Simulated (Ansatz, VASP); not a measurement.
# InPt3 (Yixunite) in VASP and in Ansatz

```
CELL_PARAMETERS angstrom
3.98800 0.00000 0.00000
0.00000 3.98800 0.00000
0.00000 0.00000 3.98800
ATOMIC_POSITIONS crystal
In 0.00000 0.00000 0.00000
Pt 0.50000 0.50000 0.00000
Pt 0.00000 0.50000 0.50000
Pt 0.50000 0.00000 0.50000
```

Alike in both runs: task single point; functional LDA; k mesh 6 × 6 × 6; no spin polarisation.

|  | VASP | Ansatz |
| --- | --- | --- |
| version | VASP 6.6.1 | Ansatz 0.2.0 |
| potentials or method | VASP PAW LDA potentials, release 64 (In_d, Pt) | plane waves, PAW |
| plane-wave cutoff (eV) | 520 | 517 |
| occupations | methfessel-paxton of order 1, width 0.05 eV | cold, width 0.05 eV |
| valence electrons in the cell | 43 | 67 |

|  | VASP | Ansatz | Ansatz less VASP |
| --- | --- | --- | --- |
| gap on the k mesh at the Fermi level (eV) | none | none | - |
| pressure (GPa) | -3.2 | -4.0 | -0.78 |

A gap of «none» marks a metal or a gap that the smearing closes. The two sets of potentials don't hold the same shells in valence.

The runs have no spin-orbit coupling, so splittings on Pt are missing.
